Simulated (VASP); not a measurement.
All values below come from PBE GGA, VASP's PBE PAW potentials (set 64) (plane waves; VASP).

VASP ran on this input.

File POSCAR:
```
BN
1
    1.2774604568    -2.2126266375     0.0000000000
    1.2774604568     2.2126266375    -0.0000000000
    0.0000000000    -0.0000000000     4.2255024863
B N
2 2
Direct
  0.6666670000   0.3333330000   0.5002370285
  0.3333330000   0.6666670000   0.0002370285
  0.6666670000   0.3333330000   0.8747629715
  0.3333330000   0.6666670000   0.3747629715
```

File KPOINTS:
```
Automatic mesh
0
gamma
 12 12 6
0 0 0
```

INCAR:
```
! general
SYSTEM = BN
PREC   = Accurate
ENCUT  = 600
LREAL  = .False.
LASPH  = .True.

! electronic loop
EDIFF  = 1E-7
NELM   = 100
ALGO   = Normal

! smearing
ISMEAR = 0
SIGMA  = 0.05

! functional
GGA    = PE

! ions
ISIF   = 2

! output
LWAVE  = .False.
LCHARG = .False.
```

POTCAR, in this order: B N (PBE.64 set). Program: vasp_std.

Output

### OUTCAR
```
 ion  position               nearest neighbor table
   1  0.667  0.333  0.500-   4 1.57   4 1.57   4 1.57   3 1.58
   2  0.333  0.667  0.000-   3 1.57   3 1.57   3 1.57   4 1.58
   3  0.667  0.333  0.875-   2 1.57   2 1.57   2 1.57   1 1.58
   4  0.333  0.667  0.375-   1 1.57   1 1.57   1 1.57   2 1.58
  LATTYP: Found a hexagonal cell.
 ALAT       =     2.5549211056
 C/A-ratio  =     1.6538680890
 Subroutine PRICEL returns:
 Original cell was already a primitive cell.
 Subroutine GETGRP returns: Found 12 space group operations
The static configuration has the point symmetry C_3v.
 The point group associated with its full space group is C_6v.
The dynamic configuration has the point symmetry C_3v.
 Subroutine INISYM returns: Found 12 space group operations
 Subroutine IBZKPT returns following result:
 Found     76 irreducible k-points:

 Following reciprocal coordinates:
            Coordinates               Weight
  0.000000  0.000000  0.000000      1.000000
  0.083333  0.000000  0.000000      6.000000
  0.166667  0.000000  0.000000      6.000000
  0.250000  0.000000  0.000000      6.000000
  0.333333  0.000000  0.000000      6.000000
  0.416667  0.000000  0.000000      6.000000
  0.500000  0.000000  0.000000      3.000000
  0.083333  0.083333  0.000000      6.000000
  0.166667  0.083333  0.000000     12.000000
  0.250000  0.083333  0.000000     12.000000
  0.333333  0.083333  0.000000     12.000000
  0.416667  0.083333  0.000000     12.000000
  0.166667  0.166667  0.000000      6.000000
  0.250000  0.166667  0.000000     12.000000
  0.333333  0.166667  0.000000     12.000000
  0.416667  0.166667  0.000000      6.000000
  0.250000  0.250000  0.000000      6.000000
  0.333333  0.250000  0.000000     12.000000
  0.333333  0.333333  0.000000      2.000000
  0.000000  0.000000  0.166667      2.000000
...
```

File OSZICAR:
```
       N       E                     dE             d eps       ncg     rms          rms(c)
DAV:   1     0.598011562963E+02    0.59801E+02   -0.95449E+03  1824   0.146E+03
DAV:   2    -0.339493302184E+02   -0.93750E+02   -0.87140E+02  2584   0.309E+02
DAV:   3    -0.367358636181E+02   -0.27865E+01   -0.27752E+01  2412   0.536E+01
DAV:   4    -0.367513782705E+02   -0.15515E-01   -0.15504E-01  2280   0.411E+00
DAV:   5    -0.367515591754E+02   -0.18090E-03   -0.18086E-03  2364   0.422E-01    0.938E+00
DAV:   6    -0.350034812578E+02    0.17481E+01   -0.47886E+00  2324   0.191E+01    0.447E+00
DAV:   7    -0.348696618802E+02    0.13382E+00   -0.22497E-01  2156   0.514E+00    0.268E+00
DAV:   8    -0.348407454229E+02    0.28916E-01   -0.74403E-02  2088   0.257E+00    0.236E-01
DAV:   9    -0.348396663310E+02    0.10791E-02   -0.25656E-03  2332   0.592E-01    0.123E-01
DAV:  10    -0.348399258487E+02   -0.25952E-03   -0.40934E-04  2176   0.203E-01    0.278E-02
DAV:  11    -0.348399300986E+02   -0.42499E-05   -0.72463E-05  2332   0.769E-02    0.137E-02
DAV:  12    -0.348399311058E+02   -0.10072E-05   -0.89327E-06  2324   0.298E-02    0.243E-03
DAV:  13    -0.348399312647E+02   -0.15895E-06   -0.16046E-07  1696   0.502E-03    0.545E-04
DAV:  14    -0.348399312689E+02   -0.41852E-08   -0.14266E-08  1420   0.145E-03
   1 F= -.34839931E+02 E0= -.34839931E+02  d E =-.179584E-17
```

File OUTCAR:
```
------------------------ aborting loop because EDIFF is reached ----------------------------------------
  FORCE on cell =-STRESS in cart. coord.  units (eV):
  Direction    XX          YY          ZZ          XY          YZ          ZX
  --------------------------------------------------------------------------------------
  Total       -0.0318312     -0.0318312     -0.0466656      0.0000000      0.0000000      0.0000000
  in kB       -2.1350103     -2.1350107     -3.1299950      0.0000000      0.0000000      0.0000000
  external PRESSURE =      -2.4666720 kB  Pullay stress =       0.0000000 kB
  volume of cell :       23.89
      direct lattice vectors                 reciprocal lattice vectors
     1.277460457 -2.212626638  0.000000000     0.391401548 -0.225975766  0.000000000
     1.277460457  2.212626638  0.000000000     0.391401548  0.225975766  0.000000000
     0.000000000  0.000000000  4.225502486     0.000000000  0.000000000  0.236658244
  FREE ENERGIE OF THE ION-ELECTRON SYSTEM (eV)
  ---------------------------------------------------
  free  energy   TOTEN  =       -34.8399312689 eV

  energy  without entropy=      -34.8399312689  energy(sigma->0) =      -34.83993127
```
(Selected blocks of OUTCAR.)

The compound is BN in the wurtzite structure, a metastable high-pressure form. It was relaxed first.
